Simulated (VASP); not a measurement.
```
CELL_PARAMETERS angstrom
      1.36500    -2.36425     0.00000
      1.36500     2.36425     0.00000
      0.00000     0.00000     4.32000
ATOMIC_POSITIONS crystal
  Os 0.33333 0.66667 0.25000
  Os 0.66667 0.33333 0.75000
```

Level of theory: PBE GGA, VASP's PBE PAW potentials (set 64) (plane waves; VASP). Settings: 300 eV cut-off, 11×11×6 Γ-centred mesh, Gaussian smearing of 0.14 eV, potentials Os.

At this cut-off the stress carries a Pulay error, which pulls relaxed volumes low.

Task: Give the stress tensor in GPa (positive for a compressed cell).

Result: 
```
8.59  0.00  0.00
0.00  8.59  0.00
0.00  0.00  7.98
```
The pressure is its mean diagonal, 8.38 GPa.

The structure is a typed Os crystal (P6_3/mmc). The cell was not relaxed at this level.
